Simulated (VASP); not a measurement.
A VASP calculation is set up with these files.

### KPOINTS
```
Regular mesh
0
G
4 4 4
0 0 0
```

File POSCAR:
```
CsBr
1
    4.3011747602     0.0000000000     0.0000000000
    0.0000000000     4.3011747602     0.0000000000
    0.0000000000     0.0000000000     4.3011747602
Cs Br
1 1
Direct
  0.0000000000   0.0000000000   0.0000000000
  0.5000000000   0.5000000000   0.5000000000
```

**INCAR**
```
SYSTEM = CsBr
PREC = Accurate
ENCUT = 520
EDIFF = 1E-6
NELM = 60
ALGO = Normal
LREAL = .FALSE.
LASPH = .TRUE.
ISMEAR = 0
SIGMA = 0.05
GGA = PE
HFSCREEN = 0.2
AEXX = 0.25
LHFCALC = .TRUE.
PRECFOCK = Fast
ISYM = 3
LMAXMIX = 4
LWAVE = .FALSE.
LCHARG = .FALSE.
ISIF = 2
```

POTCAR, in this order: Cs_sv Br (PBE.64 set). Program: vasp_std. Read from the step before: WAVECAR.

Task: Write an equivalent input for Quantum ESPRESSO's pw.x.

Result: One equivalent input (not run):
```
&CONTROL
  calculation = 'scf'
  pseudo_dir = './pseudo'
  outdir = './out'
  tprnfor = .true.
  tstress = .false.
/
&SYSTEM
  ibrav = 0
  nat = 2
  ntyp = 2
  ecutwfc = 50
  occupations = 'smearing'
  smearing = 'gaussian'
  degauss = 0.003675
  input_dft = 'hse'
  nqx1 = 4
  nqx2 = 4
  nqx3 = 4
  screening_parameter = 0.1058
/
&ELECTRONS
  conv_thr = 7.3e-08
  electron_maxstep = 60
/
ATOMIC_SPECIES
  Cs 132.905 Cs.upf
  Br 79.904 Br.upf
CELL_PARAMETERS angstrom
     4.3011748    0.0000000    0.0000000
     0.0000000    4.3011748    0.0000000
     0.0000000    0.0000000    4.3011748
ATOMIC_POSITIONS crystal
  Cs   0.0000000  0.0000000  0.0000000
  Br   0.5000000  0.5000000  0.5000000
K_POINTS automatic
  4 4 4 0 0 0
```
Limits of the translation: the potentials are each code's own (VASP's PAW set, PseudoDojo norm-conserving files in pw.x), so ENCUT and ecutwfc are chosen apart and not converted; conv_thr bounds pw.x's estimated SCF error, while EDIFF bounds the energy change between steps.

The compound is CsBr in the CsCl type structure. This cell is one point of a volume scan, at 0.94 of the reference volume.
